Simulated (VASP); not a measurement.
## BAs(110): relaxation, ionisation energy and affinity

Where do the bulk band edges lie against the vacuum outside BAs(110)?

Program: VASP 6.6.1. Level of theory: PBE; plane waves and PAW (B, As). Results are calculated unless marked as measured.

The experiments to compare with:

“Thermal expansion coefficients of high thermal conducting BAs and BP materials” (2019, arxiv:1906.04101) reports for BAs, zinc blende, by single-crystal XRD (Mo K-alpha) (CVT-grown single crystal, 100 K): lattice constant a (cubic a at 100 K) 4.7741 ± 0.0015 Å.

“Optical properties of cubic boron arsenide” (2019, arxiv:1911.04914) reports for BAs, zinc blende, by spectroscopic ellipsometry (CVT-grown opaque bulk crystals, 300 K): band gap (direct gap from square of absorption coefficient, average of two …) about 4.12 eV [Extrapolated from square of absorption coefficient from ellipsometry; average of two …].

Most raw output is cut from this account.

### 1. Set-up

Symmetry: F-43m, No. 216, cubic system. The conventional cell has a = 4.780 Å, b = 4.780 Å, c = 4.780 Å, α = 90.00°, β = 90.00°, γ = 90.00°. Nearest to B lie 4 As at 2.07 Å. Nearest to As lie 4 B at 2.07 Å. Farther neighbours are not listed.

Structure file:

```cif
data_structure
_symmetry_space_group_name_H-M 'P 1'
_symmetry_Int_Tables_number 1
_cell_length_a 3.3800
_cell_length_b 3.3800
_cell_length_c 3.3800
_cell_angle_alpha 60.000
_cell_angle_beta 60.000
_cell_angle_gamma 60.000
_cell_volume 27.30
loop_
_atom_site_label
_atom_site_type_symbol
_atom_site_fract_x
_atom_site_fract_y
_atom_site_fract_z
_atom_site_occupancy
B1 B 0.00000 0.00000 0.00000 1
As2 As 0.25000 0.25000 0.25000 1
```

### 2. Relaxing the bulk crystal

The later steps need the crystal at this functional's own lattice; a raised cutoff keeps the stress reliable while the cell changes.

Input file INCAR:

```
SYSTEM = BAs
PREC = Accurate
ENCUT = 420
EDIFF = 1E-06
NELM = 120
ISMEAR = 0
SIGMA = 0.03
LREAL = .FALSE.
ALGO = Normal
GGA = PE
NBANDS = 10
LORBIT = 11
LWAVE = .FALSE.
LCHARG = .FALSE.
KPAR = 4
IBRION = 2
NSW = 40
ISIF = 3
EDIFFG = -0.02
POTIM = 0.4
```

Input file POSCAR:

```
BAs
1.0
    0.0000000000      2.3900000000      2.3900000000
    2.3900000000      0.0000000000      2.3900000000
    2.3900000000      2.3900000000      0.0000000000
B As
1 1
Direct
    0.0000000000      0.0000000000      0.0000000000
    0.2500000000      0.2500000000      0.2500000000
```

Input file KPOINTS:

```
Automatic mesh
0
Gamma
7 7 7
0 0 0
```

PAW data sets: B and As (PBE family, release 64).

Command:

```console
$ mpirun -np 4 vasp_std
```

Wall time 4 s (4 MPI ranks of AMD EPYC 9R14 (Zen 4), shared host); peak memory 0.44 GiB.

The run keeps the 24 symmetry operations of its start, so it cannot find a distortion of lower symmetry.

The steps of the relaxation:

| step | energy less that of the first step (eV) | largest force (eV/Å) | pressure (GPa) | volume (Å³) |
| --- | --- | --- | --- | --- |
| 1 | 0.0000 | 0.0000 | 3.21 | 27.30 |
| 2 | -0.0055 | 0.0000 | -1.08 | 28.18 |
| 3 | -0.0063 | 0.0000 | 0.01 | 27.94 |

```
conventional cell, symmetrised  before  after  change
                         a (Å)   4.780  4.817  +0.8 %
                         b (Å)   4.780  4.817  +0.8 %
                         c (Å)   4.780  4.817  +0.8 %
              volume (Å³/atom)   13.65  13.97  +2.3 %
```

Final coordinates:

```xyz
2
Lattice="0.0000 2.4085 2.4085 2.4085 0.0000 2.4085 2.4085 2.4085 0.0000" Properties=species:S:1:pos:R:3 pbc="T T T"
B     0.0000    0.0000    0.0000
As    1.2042    1.2042    1.2042
```

Numbers from this step:

- electronic cycles: 23
- electrons: 8
- free energy (TOTEN): -11.40 eV
- Fermi energy: 6.040 eV

The run ended after 3 ionic steps, 0.006 eV below its first step, once forces and stress met EDIFFG = -0.02.

### 3. Band edges of the bulk

A static bulk run at the slab's cutoff gives the band edges and the core potentials that tie them to the slab.

Input file INCAR:

```
SYSTEM = BAs
PREC = Normal
ENCUT = 360
EDIFF = 1E-06
NELM = 120
ISMEAR = 0
SIGMA = 0.03
LREAL = .FALSE.
ALGO = Normal
GGA = PE
NBANDS = 10
LORBIT = 11
LWAVE = .FALSE.
LCHARG = .FALSE.
KPAR = 4
```

Input file POSCAR:

```
BAs
1.0
    0.0000000000      2.4084835040      2.4084835040
    2.4084835040      0.0000000000      2.4084835040
    2.4084835040      2.4084835040      0.0000000000
B As
1 1
Direct
    0.0000000000      0.0000000000      0.0000000000
    0.2500000000      0.2500000000      0.2500000000
```

Input file KPOINTS:

```
Automatic mesh
0
Gamma
16 16 16
0 0 0
```

Command:

```console
$ mpirun -np 4 vasp_std
```

Elapsed: 3.8 s, on 4 MPI ranks; peak memory 0.41 GiB.

The gap is read on the k-mesh alone, so it is an upper bound where the band edges lie off the mesh.

Numbers from this step:

```yaml
electronic_cycles: 12
free_energy_toten: -11.41 eV
fermi_energy: 6.005 eV
metallic: no
gap_on_the_k_mesh: 1.208 eV
least_direct_gap_on_the_k_mesh: 3.239 eV
```

### 4. Relaxing the slab

System of this step: BAs(110). The cell holds 18 atoms: 9 B and 9 As. Cell: a = 3.406 Å, b = 4.817 Å, c = 29.624 Å, α = 90.0°, β = 90.0°, γ = 90.0°. It derives from BAs. 9 layers, cut at this functional's lattice. Vacuum lies along c.

All atoms relax at the fixed cell.

Input file INCAR:

```
SYSTEM = BAs
PREC = Normal
ENCUT = 360
EDIFF = 1E-05
NELM = 120
ISMEAR = 0
SIGMA = 0.03
LREAL = Auto
ALGO = Fast
GGA = PE
NBANDS = 54
LORBIT = 11
LWAVE = .FALSE.
LCHARG = .FALSE.
KPAR = 4
IBRION = 2
NSW = 60
ISIF = 2
EDIFFG = -0.03
POTIM = 0.4
MAXMIX = 40
IDIPOL = 3
LDIPOL = .TRUE.
DIPOL = 0.5 0.5 0.5
```

Input file POSCAR:

```
BAs
1.0
    3.4061100361      0.0000000000      0.0000000000
    0.0000000000      4.8169670080      0.0000000000
    0.0000000000      0.0000000000     29.6244401444
B As
9 9
Direct
    0.0000000000      0.0000000000      0.2700473000
    0.5000000000      0.5000000000      0.3275354700
    0.0000000000      0.0000000000      0.3850236500
    0.5000000000      0.5000000000      0.4425118200
    0.0000000000      0.0000000000      0.5000000000
    0.5000000000      0.5000000000      0.5574881800
    0.0000000000      0.0000000000      0.6149763500
    0.5000000000      0.5000000000      0.6724645300
    0.0000000000      0.0000000000      0.7299527000
    0.0000000000      0.7500000000      0.3275354700
    0.5000000000      0.2500000000      0.2700473000
    0.0000000000      0.7500000000      0.4425118200
    0.5000000000      0.2500000000      0.3850236500
    0.0000000000      0.7500000000      0.5574881800
    0.5000000000      0.2500000000      0.5000000000
    0.0000000000      0.7500000000      0.6724645300
    0.5000000000      0.2500000000      0.6149763500
    0.5000000000      0.2500000000      0.7299527000
```

Input file KPOINTS:

```
Automatic mesh
0
Gamma
7 5 1
0 0 0
```

Command:

```console
$ mpirun -np 4 vasp_std
```

Elapsed: 3.7 min, on 4 MPI ranks; peak memory 1.2 GiB.

The run keeps the 4 symmetry operations of its start, so it cannot find a distortion of lower symmetry.

Relaxation path:

| step | energy less that of the first step (eV) | largest force (eV/Å) |
| --- | --- | --- |
| 1 | 0.0000 | 2.6685 |
| 2 | -0.7928 | 1.9464 |
| 3 | -1.1755 | 1.0140 |
| 4 | -1.1901 | 1.0389 |
| 5 | -1.5044 | 0.7463 |
| 6 | -1.5727 | 0.6940 |
| 7 | -1.6555 | 0.3644 |
| 8 | -1.6568 | 0.3011 |
| 9 | -1.6765 | 0.2274 |
| 10 | -1.6765 | 0.2337 |
| 11 | -1.6854 | 0.1140 |
| 12 | -1.6856 | 0.1160 |
| 13 | -1.6901 | 0.0894 |
| 14 | -1.6920 | 0.1012 |
| 15 | -1.6950 | 0.0559 |
| 16 | -1.6951 | 0.0589 |
| 17 | -1.6961 | 0.0456 |
| 18 | -1.6961 | 0.0462 |
| 19 | -1.6964 | 0.0544 |
| 20 | -1.6965 | 0.0316 |
| 21 | -1.6968 | 0.0209 |

The atoms that moved most (Å):

```csv
atom,dx,dy,dz,length
B1,0.000,0.250,0.372,0.448
B9,0.000,0.250,-0.372,0.448
As11,0.000,0.045,-0.184,0.190
As18,0.000,0.045,0.184,0.190
As16,0.000,-0.067,0.015,0.069
As10,0.000,-0.067,-0.015,0.069
B2,0.000,-0.045,-0.027,0.052
B8,0.000,-0.045,0.027,0.052
```

Final coordinates:

```xyz
18
Lattice="3.4061 0.0000 0.0000 0.0000 4.8170 0.0000 0.0000 0.0000 29.6244" Properties=species:S:1:pos:R:3
B     0.0000    0.2497    8.3719
B     1.7031    2.3639    9.6756
B     0.0000   -0.0335   11.4088
B     1.7031    2.3686   13.1024
B     0.0000   -0.0362   14.8122
B     1.7031    2.3686   16.5220
B     0.0000   -0.0335   18.2156
B     1.7031    2.3639   19.9489
B     0.0000    0.2497   21.2526
As    0.0000    3.5457    9.6884
As    1.7031    1.2493    7.8156
As    0.0000    3.5743   13.1069
As    1.7031    1.1687   11.3860
As    0.0000    3.5743   16.5176
As    1.7031    1.1691   14.8122
As    0.0000    3.5457   19.9360
As    1.7031    1.1687   18.2385
As    1.7031    1.2493   21.8088
```

This step gave:

| Quantity | Value |
| --- | --- |
| electronic cycles | 148 |
| electrons | 72 |
| free energy (TOTEN) | -99.6827 eV |
| Fermi energy | 0.6731 eV |
| dipole moment | 0, 0, 0 e·Å |
| gap on the k-mesh | 0.4317 eV |
| least direct gap on the k-mesh | 1.526 eV |

The run ended after 21 ionic steps, 1.697 eV below its first step, once the forces on the free atoms met EDIFFG = -0.03.

### 5. Vacuum level and density of states

A static run writes the electrostatic potential without exchange and correlation (LVHAR), which is flat in the vacuum and gives the level to count from. The dipole correction cancels the field that unlike faces would set up across the vacuum.

Input file INCAR:

```
SYSTEM = BAs
PREC = Normal
ENCUT = 360
EDIFF = 1E-06
NELM = 120
ISMEAR = 0
SIGMA = 0.03
LREAL = Auto
ALGO = Fast
GGA = PE
NBANDS = 54
LORBIT = 11
LWAVE = .FALSE.
LCHARG = .TRUE.
KPAR = 4
IDIPOL = 3
LDIPOL = .TRUE.
DIPOL = 0.5 0.5 0.5
LVHAR = .TRUE.
LVACPOTAV = .TRUE.
NEDOS = 1500
```

Input file POSCAR:

```
BAs
1.0
    3.4061100361      0.0000000000      0.0000000000
    0.0000000000      4.8169670080      0.0000000000
    0.0000000000      0.0000000000     29.6244401444
B As
9 9
Direct
    0.0000000000      0.0518304601      0.2826004210
    0.5000000000      0.4907544117      0.3266081595
    0.0000000000      0.9930474695      0.3851159957
    0.5000000000      0.4917196189      0.4422832037
    0.0000000000      0.9924799998      0.5000000000
    0.5000000000      0.4917196189      0.5577167963
    0.0000000000      0.9930474695      0.6148840043
    0.5000000000      0.4907544117      0.6733918405
    0.0000000000      0.0518304601      0.7173995790
    0.0000000000      0.7360766841      0.3270410621
    0.5000000000      0.2593455053      0.2638241360
    0.0000000000      0.7420174434      0.4424350038
    0.5000000000      0.2426185782      0.3843439957
    0.0000000000      0.7420174434      0.5575649962
    0.5000000000      0.2426996577      0.5000000000
    0.0000000000      0.7360766841      0.6729589379
    0.5000000000      0.2426185782      0.6156560043
    0.5000000000      0.2593455053      0.7361758640
```

KPOINTS is that of step 4.

Input file KPOINTS_OPT:

```
Line mode
14
Line-mode
Reciprocal
  0.00000000   0.00000000   0.00000000 GAMMA
  0.50000000   0.00000000   0.00000000 X

  0.50000000   0.00000000   0.00000000 X
  0.50000000   0.50000000   0.00000000 S

  0.50000000   0.50000000   0.00000000 S
  0.00000000   0.50000000   0.00000000 Y

  0.00000000   0.50000000   0.00000000 Y
  0.00000000   0.00000000   0.00000000 GAMMA

  0.00000000   0.00000000   0.00000000 GAMMA
  0.50000000   0.50000000   0.00000000 S
```

Command:

```console
$ mpirun -np 4 vasp_std
```

Elapsed: 1.9 min, on 4 MPI ranks; peak memory 1.5 GiB; 7.6 min of CPU time.

This step gave:

```
electronic cycles                                 : 23
Fermi energy                                      : 0.626 eV
least gap on mesh and path                        : 0.2912 eV
least direct gap on mesh and path                 : 1.427 eV
vacuum levels                                     : 5.57, 5.57 eV
ionisation potentials of the upper and lower face : 5.071, 5.071 eV
electron affinities of the upper and lower face   : 4.78, 4.78 eV
```

Electronic bands along the path, in eV, zero at the valence-band top; v1 is the highest filled band, c1 the lowest empty one:

```
          point     v4     v3     v2     v1    c1    c2    c3    c4
              Γ  -0.29  -0.21  -0.08   0.00  1.53  1.76  1.78  2.18
0.46 of the way  -1.94  -1.52  -1.17  -0.80  1.39  1.56  2.12  2.32
              X  -2.46  -2.23  -1.31  -1.14  0.29  0.34  1.66  1.93
0.46 of the way  -2.21  -2.14  -1.18  -1.02  0.63  0.76  2.34  2.47
              S  -1.80  -1.76  -1.06  -0.87  0.99  1.20  3.14  3.28
0.46 of the way  -1.63  -1.61  -0.93  -0.89  1.33  1.40  3.52  3.61
              Y  -1.63  -1.57  -1.01  -0.97  0.97  1.09  2.18  2.63
0.46 of the way  -1.10  -1.09  -0.60  -0.55  1.22  1.40  1.94  2.46
              Γ  -0.29  -0.21  -0.08   0.00  1.53  1.76  1.78  2.18
0.46 of the way  -1.59  -1.31  -0.82  -0.70  1.27  1.44  2.78  2.79
              S  -1.80  -1.76  -1.06  -0.87  0.99  1.20  3.14  3.28
```

Of the projections kept (B, As), the largest for each band there; the rest of the weight can lie on other orbitals:

```
point       v4       v3       v2       v1      c1      c2       c3       c4
    Γ  As 0.65  As 0.53  As 0.62  As 0.52  B 0.59  B 0.60   B 0.59   B 0.68
    X  As 0.59  As 0.55  As 0.73  As 0.70  B 0.80  B 0.76   B 0.50  As 0.53
    S  As 0.57  As 0.58  As 0.71  As 0.71  B 0.82  B 0.83   B 0.50   B 0.54
    Y  As 0.53  As 0.53  As 0.68  As 0.68  B 0.78  B 0.79  As 0.53   B 0.50
    Γ  As 0.65  As 0.53  As 0.62  As 0.52  B 0.59  B 0.60   B 0.59   B 0.68
    S  As 0.57  As 0.58  As 0.71  As 0.71  B 0.82  B 0.83   B 0.50   B 0.54
```

The planar average of the electrostatic potential oscillates, so the rows of the table below give means over windows of 1.69 Å about each position, cut where the curve ends. Its maxima inside the range that stand out by 2 % of the span (Å: eV): 8.8: -3.07, 10.6: -2.28, 12.3: -2.14, 14.0: -2.22, 15.7: -2.22, 17.4: -2.14, 19.0: -2.28, 20.8: -3.07. Its minima: 8.0: -7.04, 9.5: -7.93, 11.2: -7.95, 13.2: -7.94, 15.0: -7.95, 16.4: -7.94, 18.4: -7.95, 20.1: -7.93, 21.6: -7.04.

Zero at the Fermi level. The planar average of the electrostatic potential by height; means over each step:

height (Å), planar average of the electrostatic potential (eV) and a bar from the least value:
```
     0.84       4.95 ##############################
     2.54       4.95 ##############################
     4.23       4.94 ##############################
     5.92       4.61 #############################
     7.61      -3.22 ########
     9.30      -5.96 
    10.99      -5.85 
    12.68      -5.84 
    14.37      -5.88 
    16.05      -5.87 
    17.75      -5.83 
    19.44      -5.83 
    21.12      -5.23 ##
    22.82       1.67 #####################
    24.51       4.91 ##############################
    26.20       4.95 ##############################
    27.89       4.95 ##############################
```

Density of states in the PAW spheres, an atom over height of the layer and energy from the Fermi level.

Values in states/eV, 22 rows by 11 columns, each cell a mean:
```
0.021 0.167 0.018 0.007 0.007 0.005 0.007 0.007 0.018 0.167 0.021
0.006 0.007 0.006 0.009 0.011 0.012 0.011 0.009 0.006 0.007 0.006
0.089 0.065 0.058 0.052 0.040 0.035 0.040 0.052 0.058 0.065 0.089
0.269 0.154 0.127 0.081 0.075 0.076 0.075 0.081 0.127 0.154 0.269
0.715 0.292 0.167 0.132 0.127 0.108 0.127 0.132 0.167 0.292 0.715
0.364 0.189 0.153 0.187 0.193 0.212 0.193 0.187 0.153 0.189 0.364
0.338 0.160 0.210 0.229 0.217 0.232 0.217 0.229 0.210 0.160 0.338
0.400 0.226 0.276 0.275 0.298 0.263 0.298 0.275 0.276 0.226 0.400
0.435 0.273 0.308 0.333 0.320 0.351 0.320 0.333 0.308 0.273 0.435
0.274 0.218 0.265 0.296 0.314 0.351 0.314 0.296 0.265 0.218 0.274
0.292 0.237 0.354 0.363 0.363 0.271 0.363 0.363 0.354 0.237 0.292
0.171 0.149 0.249 0.290 0.264 0.285 0.264 0.290 0.249 0.149 0.171
0.189 0.197 0.289 0.280 0.286 0.302 0.286 0.280 0.289 0.197 0.189
0.223 0.223 0.274 0.246 0.209 0.213 0.209 0.246 0.274 0.223 0.223
0.117 0.130 0.169 0.190 0.228 0.247 0.228 0.190 0.169 0.130 0.117
0.117 0.137 0.176 0.179 0.220 0.210 0.220 0.179 0.176 0.137 0.117
0.096 0.108 0.115 0.100 0.100 0.104 0.100 0.100 0.115 0.108 0.096
0.124 0.140 0.133 0.094 0.100 0.114 0.100 0.094 0.133 0.140 0.124
0.098 0.151 0.131 0.096 0.062 0.067 0.062 0.096 0.131 0.151 0.098
0.143 0.214 0.174 0.163 0.146 0.109 0.146 0.163 0.174 0.214 0.143
0.168 0.254 0.261 0.209 0.177 0.138 0.177 0.209 0.261 0.254 0.168
0.126 0.142 0.332 0.380 0.432 0.517 0.432 0.380 0.332 0.142 0.126
```
Columns: height of the layer (Å) from 7.8 to 21.8 (not evenly spaced); rows upwards: energy from the Fermi level (eV) from -7.9 to 0.5.

Valence density in the cb plane at fractional x = 0.000, with atoms of B and As within 0.2 Å of it. It is the smooth field of the valence electrons, not physical close to the nuclei.

Values in e/Å³, 7 rows by 16 columns, each cell a mean:
```
0.00 0.00 0.00 0.00 0.00 0.00 0.01 0.08 0.53 0.65 0.58 0.63 0.65 0.53 0.66 0.66
0.00 0.00 0.00 0.00 0.00 0.00 0.00 0.03 0.27 0.28 0.46 0.33 0.51 0.19 0.44 0.44
0.00 0.00 0.00 0.00 0.00 0.00 0.00 0.01 0.12 0.42 0.39 0.10 0.34 0.43 0.18 0.18
0.00 0.00 0.00 0.00 0.00 0.00 0.01 0.03 0.06 0.21 0.15 0.05 0.13 0.21 0.07 0.07
0.00 0.00 0.00 0.00 0.00 0.00 0.01 0.07 0.12 0.07 0.06 0.09 0.06 0.05 0.08 0.08
0.00 0.00 0.00 0.00 0.00 0.00 0.02 0.19 0.44 0.13 0.10 0.32 0.13 0.05 0.24 0.24
0.00 0.00 0.00 0.00 0.00 0.00 0.01 0.20 0.48 0.32 0.27 0.55 0.33 0.17 0.48 0.48
```
Columns run along c (16.0 Å, from fractional 0.00 to 0.54 of the cell), rows up along b (4.8 Å). Atoms in or near the plane, at fractional coordinates: B at (0.28, 0.05), B at (0.39, 0.99), B at (0.50, 0.99), As at (0.33, 0.74), As at (0.44, 0.74).

Electrostatic potential energy in the cb plane at fractional x = 0.000, with atoms of B and As within 0.2 Å of it. With pseudopotentials it is smooth inside the atoms' cores, unlike the true potential.

Ten even steps from '0' (-38 eV) to '9' (6 eV), each cell a mean:
```
99999999999999999999873246667735347766743527
99999999999999999999988773003664475100574467
99999999999999999999999850120588872030178885
99999999999999999999999850340489871041178985
99999999999999999999999872001689984000489987
99999999999999999999999986446899987545789998
99999999999999999999999998888999999888999999
99999999999999999999999999999999999999999999
99999999999999999999999999999999999999999999
99999999999999999999998889999999999999999999
99999999999999999999984357999987789999987789
99999999999999999999852626899852268999863248
99999999999999999999853735888727538888844727
```
Columns run along c (16.0 Å, from fractional 0.00 to 0.54 of the cell; values clipped at the 3rd and 97th percentile), rows up along b (4.8 Å). Atoms in or near the plane, at fractional coordinates: B at (0.28, 0.05), B at (0.39, 0.99), B at (0.50, 0.99), As at (0.33, 0.74), As at (0.44, 0.74).

The map of layer states is cut here 0.5 eV above the Fermi level, so it leaves out the states above that.

The vacuum level lies 5.07 eV above the highest filled level at the upper face; both faces agree, as the slab has next to no dipole.

The program found no field-free point at its default tolerance, but its printed level agrees with the flat part of the planar average.

### 6. Lining up bulk and slab

This step: band edges against the vacuum, PBE; plane waves and PAW (VASP 6.6.1).

Derived from the runs above.

Numbers from this step:

```yaml
ionisation_energy: 5.011 eV
offset_spread: 0.02970 eV
bulk_gap: 1.208 eV
slab_gap: 0.2912 eV
electron_affinity: 3.803 eV
buckling: 0.5562 Å
tilt: 29.09 degree
surface_energy_relaxed: 1.468 J/m²
```

The averaged core potentials of the four middle atoms lie -5.298 eV from those of the bulk run. The bulk valence top (5.856 eV), moved by that offset, is taken from the upper vacuum level (5.570 eV).

### 7. Outcome

```json
{
 "ionisation energy": "5.01 eV",
 "electron affinity": "3.80 eV",
 "buckling": "0.556 Å",
 "surface energy, relaxed": "1.47 J/m²"
}
```

The bulk valence-band top lies 5.01 eV below the vacuum of BAs(110), and the conduction-band bottom 3.80 eV. The top layer buckles by 0.56 Å, a tilt of 29°, with As outermost, as the anion takes the dangling-bond electrons and the cation flattens towards sp². The surface costs 1.47 J/m². The slab's least gap is 0.29 eV, against 1.21 eV in the bulk. Confinement widens it, surface states can narrow it, and the two gaps need not lie at the same wave vector; the faces' own affinities count to the slab's lowest empty state. The offsets of the four middle atoms spread by 0.03 eV; a shift common to all four would not show in it. The bulk edges are read on a mesh, so a band minimum between its points makes the gap too large and the affinity too small. One thickness was run. Semilocal band edges put the valence top too high and the gap too small. Spin-orbit coupling, left out here, would raise the valence top further.

Computed beside measured:

| quantity | measured | PBE |
| --- | --- | --- |
| lattice constant a (Å) | 4.7741 | 4.817 (+0.9 %) |
| band gap (direct gap) (eV) | 4.12 | 3.24 (-0.88 eV) |

Measured values from arxiv:1906.04101 (2019) and arxiv:1911.04914 (2019).

Verdict: The lattice constant a is off by +0.9 %: fair agreement. The band gap is off by -0.88 eV: a clear miss. Local and semilocal functionals usually give gaps below the measured ones. An optical gap can lie under the band gap by the exciton's binding. Zero-point and thermal motion shift the measured gap. The grades are ours: good and fair within 0.7 and 1.5 % for the lattice constant a. Zero-point motion and thermal expansion (measured at up to 100 K) are not in the computed lattice constants. As a rule both would widen the computed cell, so the excess over experiment is if anything larger than shown.

[Lines on the potential files, build, host, timing and source positions are cut from VASP's logs without a mark.]

[Logs are printed without paths, hosts, clocks, repeated set-up lines and the standing remarks that a program may print on its own settings, such as how far it seeks lower states.]

[Hosts, paths, dates, database ids (printed as entryN), source tags and the programs' standing remarks are cut or masked in the printed files.]

[Runs that stopped without an error message from VASP are left out.]
